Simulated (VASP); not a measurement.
Crystal: YbH3.

```xyz
4
Lattice="0.0000 2.6050 2.6050 2.6050 0.0000 2.6050 2.6050 2.6050 0.0000" Properties=species:S:1:pos:R:3 pbc="T T T"
Yb    0.0000    0.0000    0.0000
H     3.9075    3.9075    3.9075
H     1.3025    1.3025    1.3025
H     2.6050    2.6050    2.6050
```

The cell comes from a database or a generator and needn't be the stable form of this composition.

```yaml
Program: VASP 6.6.1
Task: relaxation of cell and atoms
Functional: PBE
Potentials_or_basis: VASP PAW PBE potentials, release 64 (Yb, H)
Cutoff: 600 eV
k_mesh: 6 × 6 × 6
Occupations: gaussian, width 0.1 eV
Spin: no spin polarisation
```

At the start: pressure -5.4 GPa; volume 8.84 Å³/atom.

Q: How do energy, volume and symmetry change on relaxing?

A: Over 4 steps the energy falls by 11.2 meV/atom and the volume is 8.20 Å³/atom (-7.2 %); space group Fm-3m (No. 225, to 0.05 Å).

Step by step:
```csv
step,energy change (eV),largest force (eV/Å),pressure (GPa),volume (Å³)
1,0.0000,0.0000,-5.41,35.35
2,-0.0370,0.0000,-2.66,33.85
3,-0.0182,0.0000,4.87,31.10
4,-0.0448,0.0000,0.33,32.81
```

Final structure:
```xyz
4
Lattice="0.0000 2.5409 2.5409 2.5409 0.0000 2.5409 2.5409 2.5409 0.0000" Properties=species:S:1:pos:R:3 pbc="T T T"
Yb    0.0000    0.0000    0.0000
H     3.8114    3.8114    3.8114
H     1.2705    1.2705    1.2705
H     2.5409    2.5409    2.5409
```

Caveat: without U or exact exchange the open f shell lies at the Fermi level, which spoils levels, moments and volumes.
